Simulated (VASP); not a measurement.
# KTlIF: structure and properties in VASP, part 4 of 6

Wanted: the relaxed cell of KTlIF and its properties. The cell is invented: it takes the structure of a Materials Project entry for KNaICl (space group 123 there), with some of its atoms replaced by other elements, volume scaled by an estimate. It may not be a known or stable phase.

VASP 6.6.1, plane waves and PAW; the level of theory is named at each step.

So far, gap on the k-mesh (eV): step 2 (rough relaxation of the start cell) 2.70; step 3 (relaxing cell and atoms (revPBE)) 3.10; step 6 (total and projected DOS (revPBE)) 2.93. The relaxed cell has a = 4.822, c = 6.822 Å (conventional setting).

The structure was built from a prototype and need not be the compound's stable phase.

**7. Elastic constants (revPBE)**

Level of this step: revPBE; plane waves and PAW (Tl_d, I, K_sv, F); invented cell (VASP).

IBRION = 6 with ISIF = 3 strains the cell both ways at fixed fractional positions, and adds the ions' share afterwards from the force constants. Stress converges slowly with the basis, so the cutoff is raised.

File INCAR:

```
SYSTEM = KTlIF
PREC = Accurate
ENCUT = 560
EDIFF = 1E-07
NELM = 100
ISMEAR = -1
SIGMA = 0.05
LREAL = .FALSE.
ALGO = Normal
GGA = RE
NBANDS = 24
LORBIT = 11
LWAVE = .FALSE.
LCHARG = .FALSE.
KPAR = 2
IBRION = 6
NFREE = 2
POTIM = 0.015
ISIF = 3
NSW = 1
```

File POSCAR:

```
KTlIF
1.0
    4.8223731690      0.0000000000      0.0000000000
    0.0000000000      4.8223731690      0.0000000000
    0.0000000000      0.0000000000      6.8215966159
Tl I K F
1 1 1 1
Direct
    0.0000000000      0.0000000000      0.0000000000
    0.5000000000      0.5000000000      0.0000000000
    0.5000000000      0.5000000000      0.5000000000
    0.0000000000      0.0000000000      0.5000000000
```

File KPOINTS:

```
Automatic mesh
0
Gamma
5 5 4
0 0 0
```

Potentials, in the order of the species: Tl_d, I, K_sv and F (PBE family, release 64).

Started as:

```console
mpirun -np 2 vasp_std
```

The log of the run:

```text
[... set-up lines as in an earlier step ...]
 entering main loop
       N       E                     dE             d eps       ncg     rms          rms(c)
DAV:   1     0.244793596589E+03    0.24479E+03   -0.17249E+04   864   0.135E+03
DAV:   2     0.403368547119E+01   -0.24076E+03   -0.23436E+03  1032   0.316E+02
DAV:   3    -0.133041915604E+02   -0.17338E+02   -0.17285E+02  1320   0.762E+01
DAV:   4    -0.138426815250E+02   -0.53849E+00   -0.53796E+00  1216   0.975E+00
DAV:   5    -0.138559299102E+02   -0.13248E-01   -0.13248E-01  1248   0.133E+00    0.751E+00
DAV:   6    -0.118283922125E+02    0.20275E+01   -0.76657E+00  1000   0.111E+01    0.351E+00
DAV:   7    -0.117200491658E+02    0.10834E+00   -0.32966E-01  1008   0.295E+00    0.214E+00
DAV:   8    -0.116660075712E+02    0.54042E-01   -0.18605E-01  1008   0.281E+00    0.377E-01
DAV:   9    -0.116746843980E+02   -0.86768E-02   -0.33975E-02  1064   0.893E-01    0.241E-01
DAV:  10    -0.116772649796E+02   -0.25806E-02   -0.31714E-03  1032   0.297E-01    0.132E-01
DAV:  11    -0.116785331348E+02   -0.12682E-02   -0.38089E-03  1000   0.318E-01    0.528E-02
DAV:  12    -0.116785314756E+02    0.16592E-05   -0.76613E-04  1080   0.113E-01    0.266E-02
DAV:  13    -0.116785348114E+02   -0.33358E-05   -0.86477E-05  1016   0.448E-02    0.752E-03
DAV:  14    -0.116785391393E+02   -0.43279E-05   -0.21550E-05  1040   0.233E-02    0.677E-03
DAV:  15    -0.116785392925E+02   -0.15322E-06   -0.24569E-06  1272   0.711E-03    0.391E-03
DAV:  16    -0.116785396382E+02   -0.34568E-06   -0.62305E-07  1008   0.475E-03    0.182E-03
DAV:  17    -0.116785395920E+02    0.46140E-07   -0.39754E-07  1080   0.256E-03
   1 F= -.11678540E+02 E0= -.11678540E+02  d E =-.914041E-11
 Found     8 degrees of freedom:
 Adding 6 more for cell shape distortion
 Finite differences POTIM= 0.01500 DOF=  14
 bond charge predicted
       N       E                     dE             d eps       ncg     rms          rms(c)
DAV:   1    -0.117764959433E+02   -0.97956E-01   -0.31474E+00  1296   0.123E+01    0.214E+00
DAV:   2    -0.116947744795E+02    0.81721E-01   -0.27935E-01  1352   0.338E+00    0.736E-01
DAV:   3    -0.116800561010E+02    0.14718E-01   -0.29771E-02  1656   0.119E+00    0.455E-01
DAV:   4    -0.116766751038E+02    0.33810E-02   -0.79203E-03  2016   0.532E-01    0.288E-01
DAV:   5    -0.116764445629E+02    0.23054E-03   -0.70415E-04  2288   0.166E-01    0.700E-02
DAV:   6    -0.116764297849E+02    0.14778E-04   -0.18491E-04  2120   0.884E-02    0.219E-02
DAV:   7    -0.116764339817E+02   -0.41968E-05   -0.14546E-05  1672   0.230E-02    0.921E-03
DAV:   8    -0.116764357572E+02   -0.17754E-05   -0.38699E-06  1728   0.116E-02    0.286E-03
DAV:   9    -0.116764359717E+02   -0.21455E-06   -0.15541E-07  1280   0.290E-03    0.117E-03
DAV:  10    -0.116764361817E+02   -0.20998E-06   -0.98406E-08  1152   0.208E-03    0.472E-04
DAV:  11    -0.116764362705E+02   -0.88838E-07   -0.24176E-08  1208   0.103E-03
   2 F= -.11676436E+02 E0= -.11676436E+02  d E =-.790520E-10
[... from here on, the cycles between the ionic steps are left out ...]
   3 F= -.11675810E+02 E0= -.11675810E+02  d E =-.743177E-10
   4 F= -.11676436E+02 E0= -.11676436E+02  d E =-.790490E-10
   5 F= -.11675810E+02 E0= -.11675810E+02  d E =-.743254E-10
   6 F= -.11676765E+02 E0= -.11676765E+02  d E =-.197178E-10
   7 F= -.11675345E+02 E0= -.11675345E+02  d E =-.587803E-10
   8 F= -.11677270E+02 E0= -.11677270E+02  d E =-.102373E-10
   9 F= -.11677270E+02 E0= -.11677270E+02  d E =-.102382E-10
  10 F= -.11678128E+02 E0= -.11678128E+02  d E =-.906970E-11
  11 F= -.11678128E+02 E0= -.11678128E+02  d E =-.906972E-11
  12 F= -.11678131E+02 E0= -.11678131E+02  d E =-.907365E-11
  13 F= -.11678131E+02 E0= -.11678131E+02  d E =-.890300E-11
  14 F= -.11678351E+02 E0= -.11678351E+02  d E =-.891457E-11
  15 F= -.11678351E+02 E0= -.11678351E+02  d E =-.914282E-11
  16 F= -.11678640E+02 E0= -.11678640E+02  d E =-.914460E-11
  17 F= -.11678640E+02 E0= -.11678640E+02  d E =-.914538E-11
  18 F= -.11678402E+02 E0= -.11678402E+02  d E =-.916894E-11
  19 F= -.11678402E+02 E0= -.11678402E+02  d E =-.917021E-11
  20 F= -.11678312E+02 E0= -.11678312E+02  d E =-.911991E-11
  21 F= -.11678312E+02 E0= -.11678312E+02  d E =-.911846E-11
  22 F= -.11678606E+02 E0= -.11678606E+02  d E =-.914360E-11
  23 F= -.11678606E+02 E0= -.11678606E+02  d E =-.914329E-11
  24 F= -.11678235E+02 E0= -.11678235E+02  d E =-.913388E-11
  25 F= -.11678235E+02 E0= -.11678235E+02  d E =-.913485E-11
  26 F= -.11678575E+02 E0= -.11678575E+02  d E =-.914603E-11
  27 F= -.11678575E+02 E0= -.11678575E+02  d E =-.914337E-11
  28 F= -.11678583E+02 E0= -.11678583E+02  d E =-.916995E-11
 Finite differences progress:
  Degree of freedom:  14/ 14
  Displacement:        1/  2
  Total:              27/ 28
 bond charge predicted
       N       E                     dE             d eps       ncg     rms          rms(c)
DAV:   1    -0.116724591727E+02    0.61237E-02   -0.68556E+00   864   0.116E+01    0.146E-01
DAV:   2    -0.116788926263E+02   -0.64335E-02   -0.67002E-02   864   0.110E+00    0.934E-02
DAV:   3    -0.116787383314E+02    0.15429E-03   -0.78477E-04  1200   0.112E-01    0.594E-02
DAV:   4    -0.116785573262E+02    0.18101E-03   -0.54306E-04   936   0.137E-01    0.173E-02
DAV:   5    -0.116785759548E+02   -0.18629E-04   -0.10827E-04   992   0.428E-02    0.118E-02
DAV:   6    -0.116785802284E+02   -0.42735E-05   -0.66013E-06  1000   0.141E-02    0.698E-03
DAV:   7    -0.116785823467E+02   -0.21184E-05   -0.43541E-06   872   0.149E-02    0.121E-03
DAV:   8    -0.116785828171E+02   -0.47032E-06   -0.10375E-06  1056   0.506E-03    0.955E-04
DAV:   9    -0.116785829502E+02   -0.13318E-06   -0.18288E-07   792   0.242E-03    0.457E-04
DAV:  10    -0.116785829734E+02   -0.23145E-07   -0.42054E-08   784   0.138E-03
  29 F= -.11678583E+02 E0= -.11678583E+02  d E =-.917316E-11
 Finite differences progress:
  Degree of freedom:  14/ 14
  Displacement:        2/  2
  Total:              28/ 28
```

It took 14 min on 2 MPI ranks of Intel Xeon Platinum 8259CL at 2.50GHz (Skylake/Cascade Lake), shared host; peak memory 1 GiB.

From OUTCAR (step 7):

```text
   ENCUT  =  560.0 eV  41.16 Ry    6.42 a.u.   9.30  9.30 13.16*2*pi/ulx,y,z

   NELECT =      36.0000    total number of electrons

 E-fermi :   1.1215

 k-point     1 :       0.0000    0.0000    0.0000
  band No.  band energies     occupation
    ...
     14      -1.6864      2.00000
     15      -1.6864      2.00000
     16      -0.6795      2.00000
     17      -0.5822      2.00000
     18      -0.5822      2.00000
     19       4.3027      0.00000
     20       4.5345      0.00000
     21       5.6049      0.00000
     22       5.9677      0.00000
     23       5.9677      0.00000
    ...

  Total        0.0155262      0.0155262      0.0338475      0.0000000      0.0000000      0.0000000
  in kB        0.1568083      0.1568083      0.3418453      0.0000000      0.0000000      0.0000000
  external PRESSURE =       0.2184873 kB  Pullay stress =       0.0000000 kB

 POSITION                                       TOTAL-FORCE (eV/Angst)
 -----------------------------------------------------------------------------------
      0.00000      0.00000      0.00000         0.000000      0.000000      0.016823
      2.41119      2.41119      0.00000        -0.000000      0.000000     -0.002977
      2.41119      2.41119      3.41080         0.000000      0.000000     -0.007563
      0.00000      0.00000      3.39580        -0.000000      0.000000     -0.006283
 -----------------------------------------------------------------------------------
    total drift:                               -0.000001      0.000000      0.000968

  FREE ENERGIE OF THE ION-ELECTRON SYSTEM (eV)
  ---------------------------------------------------
  free  energy   TOTEN  =       -11.6785829734 eV

  energy  without entropy=      -11.6785829734  energy(sigma->0) =      -11.67858297

  SYMMETRIZED ELASTIC MODULI (kBar)
 Direction    XX          YY          ZZ          XY          YZ          ZX
 --------------------------------------------------------------------------------
 XX         217.7539    108.8363     55.1607      0.0000      0.0000     -0.0000
 YY         108.8363    217.7539     55.1607      0.0000     -0.0000      0.0000
 ZZ          55.1607     55.1607    222.8278      0.0000      0.0000      0.0000
 XY           0.0000      0.0000      0.0000    114.0530      0.0000      0.0000
 YZ           0.0000     -0.0000      0.0000      0.0000     41.5716      0.0000
 ZX          -0.0000      0.0000      0.0000      0.0000      0.0000     41.5716
 --------------------------------------------------------------------------------

 Eigenvectors and eigenvalues of the dynamical matrix
 ----------------------------------------------------

   1 f  =    4.518773 THz    28.392287 2PiTHz  150.730037 cm-1    18.688134 meV
             X         Y         Z           dx          dy          dz
      0.000000  0.000000  0.000000     0.000000   -0.000000   -0.069684
      2.411187  2.411187  0.000000     0.000000    0.000000   -0.362371
      2.411187  2.411187  3.410798    -0.000000    0.000000    0.916031
      0.000000  0.000000  3.410798    -0.000000    0.000000   -0.157219

   2 f  =    2.083870 THz    13.093340 2PiTHz   69.510412 cm-1     8.618189 meV
             X         Y         Z           dx          dy          dz
      0.000000  0.000000  0.000000    -0.647213   -0.208816   -0.000000
      2.411187  2.411187  0.000000     0.645959    0.208411   -0.000000
      2.411187  2.411187  3.410798     0.182857    0.058997   -0.000000
      0.000000  0.000000  3.410798     0.190089    0.061330   -0.000000

   3 f  =    2.083870 THz    13.093340 2PiTHz   69.510412 cm-1     8.618189 meV
             X         Y         Z           dx          dy          dz
      0.000000  0.000000  0.000000     0.208816   -0.647213    0.000000
      2.411187  2.411187  0.000000    -0.208411    0.645959   -0.000000
      2.411187  2.411187  3.410798    -0.058997    0.182857    0.000000
      0.000000  0.000000  3.410798    -0.061330    0.190089    0.000000

[...]
2.411187  2.411187  3.410798     0.275761    0.540748   -0.000000
      0.000000  0.000000  3.410798     0.290663    0.569969   -0.000000

   6 f  =    1.320357 THz     8.296047 2PiTHz   44.042365 cm-1     5.460555 meV
             X         Y         Z           dx          dy          dz
      0.000000  0.000000  0.000000    -0.089340    0.045560    0.000000
      2.411187  2.411187  0.000000    -0.410314    0.209245   -0.000000
      2.411187  2.411187  3.410798     0.540748   -0.275761   -0.000000
      0.000000  0.000000  3.410798     0.569969   -0.290663    0.000000

   7 f/i=    0.001173 THz     0.007369 2PiTHz    0.039121 cm-1     0.004850 meV
             X         Y         Z           dx          dy          dz
      0.000000  0.000000  0.000000    -0.675221    0.261801   -0.000000
      2.411187  2.411187  0.000000    -0.531615    0.206121   -0.000000
      2.411187  2.411187  3.410798    -0.296079    0.114798   -0.000000
      0.000000  0.000000  3.410798    -0.207641    0.080508   -0.000000

   8 f/i=    0.001173 THz     0.007369 2PiTHz    0.039121 cm-1     0.004850 meV
             X         Y         Z           dx          dy          dz
      0.000000  0.000000  0.000000    -0.261801   -0.675221    0.000000
      2.411187  2.411187  0.000000    -0.206121   -0.531615    0.000000
      2.411187  2.411187  3.410798    -0.114798   -0.296079    0.000000
      0.000000  0.000000  3.410798    -0.080508   -0.207641    0.000000

   9 f/i=    0.026366 THz     0.165661 2PiTHz    0.879466 cm-1     0.109040 meV
             X         Y         Z           dx          dy          dz
      0.000000  0.000000  0.000000     0.000000   -0.000000   -0.711623
      2.411187  2.411187  0.000000     0.000000   -0.000000   -0.584752
      2.411187  2.411187  3.410798     0.000000   -0.000000   -0.322836
      0.000000  0.000000  3.410798     0.000000   -0.000000   -0.217796

  10 f/i=    2.961426 THz    18.607188 2PiTHz   98.782535 cm-1    12.247468 meV
             X         Y         Z           dx          dy          dz
      0.000000  0.000000  0.000000    -0.000000    0.000000    0.471208
      2.411187  2.411187  0.000000    -0.000000    0.000000   -0.161099
      2.411187  2.411187  3.410798     0.000000   -0.000000   -0.173703
      0.000000  0.000000  3.410798    -0.000000    0.000000   -0.849610

  11 f/i=    3.029591 THz    19.035483 2PiTHz  101.056283 cm-1    12.529377 meV
             X         Y         Z           dx          dy          dz
      0.000000  0.000000  0.000000    -0.052545    0.015173    0.000000
      2.411187  2.411187  0.000000    -0.043611    0.012593    0.000000
      2.411187  2.411187  3.410798     0.675119   -0.194942    0.000000
      0.000000  0.000000  3.410798    -0.680140    0.196392    0.000000

  12 f/i=    3.029591 THz    19.035483 2PiTHz  101.056283 cm-1    12.529377 meV
             X         Y         Z           dx          dy          dz
      0.000000  0.000000  0.000000     0.015173    0.052545   -0.000000
      2.411187  2.411187  0.000000     0.012593    0.043611   -0.000000
      2.411187  2.411187  3.410798    -0.194942   -0.675119    0.000000
      0.000000  0.000000  3.410798     0.196392    0.680140    0.000000

 ELASTIC MODULI CONTR FROM IONIC RELAXATION (kBar)
 Direction    XX          YY          ZZ          XY          YZ          ZX
 --------------------------------------------------------------------------------
 XX           0.0000      0.0000      0.0000      0.0000      0.0000      0.0000
 YY           0.0000      0.0000      0.0000      0.0000      0.0000      0.0000
 ZZ           0.0000      0.0000      0.0000      0.0000      0.0000      0.0000
 XY           0.0000      0.0000      0.0000      0.0000      0.0000      0.0000
 YZ           0.0000      0.0000      0.0000      0.0000      0.0000      0.0000
 ZX           0.0000      0.0000      0.0000      0.0000      0.0000      0.0000
 --------------------------------------------------------------------------------

 TOTAL ELASTIC MODULI (kBar)
 Direction    XX          YY          ZZ          XY          YZ          ZX
 --------------------------------------------------------------------------------
 XX         217.7539    108.8363     55.1607      0.0000      0.0000     -0.0000
 YY         108.8363    217.7539     55.1607      0.0000     -0.0000      0.0000
 ZZ          55.1607     55.1607    222.8278      0.0000      0.0000      0.0000
 XY           0.0000      0.0000      0.0000    114.0530      0.0000      0.0000
 YZ           0.0000     -0.0000      0.0000      0.0000     41.5716      0.0000
 ZX          -0.0000      0.0000      0.0000      0.0000      0.0000     41.5716
 --------------------------------------------------------------------------------

[... 5 parts as in an earlier step ...]

[... 11 further parts left out ...]
```

CONTCAR:

```
KTlIF
   1.00000000000000
     4.8223731689999996    0.0000000000000000    0.0000000000000000
     0.0000000000000000    4.8223731689999996    0.0000000000000000
     0.0000000000000000    0.0000000000000000    6.8215966158999999
  Tl              I               K               F
     1     1     1     1
Direct
     0.0000000000000000    0.0000000000000000    0.0000000000000000
     0.5000000000000000    0.5000000000000000    0.0000000000000000
     0.5000000000000000    0.5000000000000000    0.5000000000000000
     0.0000000000000000    0.0000000000000000    0.4978011012898304
```

The last energy, forces, stress and levels in OUTCAR belong to the last displaced cell, not to the cell of POSCAR. With imaginary modes the cell is no minimum, so the ionic parts of its dielectric, piezoelectric and elastic tensors have no meaning.

This step gave:

```yaml
bands: 24
irreducible_k_points: 18
pressure_of_the_cell: 0.02226 GPa
largest_force_of_the_cell: 0 eV/Å
mechanically_stable: yes
bulk_modulus_voigt: 12.19 GPa
shear_modulus_voigt: 6.872 GPa
bulk_modulus_hill: 12.14 GPa
shear_modulus_hill: 6.336 GPa
young_s_modulus: 16.19 GPa
poisson_s_ratio: 0.2777
```

Elastic constants with relaxed ions, Voigt order xx yy zz yz xz xy (GPa):

```
21.78 10.88  5.52  0.00  0.00  0.00
10.88 21.78  5.52  0.00  0.00  0.00
 5.52  5.52 22.28  0.00  0.00  0.00
 0.00  0.00  0.00  4.16  0.00  0.00
 0.00  0.00  0.00  0.00  4.16  0.00
 0.00  0.00  0.00  0.00  0.00 11.41
```

Transverse limit, no LO-TO splitting. The modes at Γ (shares of kinetic energy by element, %) (negative means imaginary):

```csv
mode,frequency (cm⁻¹),symmetry,Tl %,I %,K %,F %
1,-101.1,Eu,0,0,49,50
2,-101.1,Eu,0,0,49,50
3,-98.8,A2u,22,3,3,72
4,-0.9,acoustic,51,34,10,5
5,0.0,acoustic,52,33,10,5
6,0.0,acoustic,52,33,10,5
7,44.0,Eu,1,21,37,41
8,44.0,Eu,1,21,37,41
9,56.6,A2u,27,50,3,21
10,69.5,Eu,46,46,4,4
11,69.5,Eu,46,46,4,4
12,150.7,A2u,0,13,84,2
```

Displacements in mode 2 (-101.1 cm⁻¹), the largest set to 1:
```
Tl1 -0.02  0.01  0.00
I2  -0.02  0.01  0.00
K3   0.69 -0.20  0.00
F4  -1.00  0.29  0.00
```

Displacements in mode 12 (150.7 cm⁻¹), the largest set to 1:
```
Tl1  0.00  0.00 -0.03
I2   0.00  0.00 -0.22
K3   0.00  0.00  1.00
F4   0.00  0.00 -0.25
```

B/G is 1.92, which by Pugh's rule of thumb (1.75, made for nearly isotropic solids) points to a ductile solid. With the density of 4.08 g/cm³ the Hill moduli give sound speeds of 2.25 km/s (longitudinal) and 1.25 km/s (transverse), and from their mean a Debye temperature of 121 K.

[end of part 4 of 6]

[Lines on the potential files, build, host, timing and source positions are cut from VASP's logs without a mark.]

[Logs are printed without paths, hosts, clocks, repeated set-up lines and the standing remarks that a program may print on its own settings, such as how far it seeks lower states.]

[Hosts, paths, dates, database ids (printed as entryN), source tags and the programs' standing remarks are cut or masked in the printed files.]

[A measured line is paired with the nearest computed mode of its activity, which favours agreement.]

[In band tables of VASP the shares of atoms and orbitals are scaled to a sum of 1 inside the atoms' spheres.]
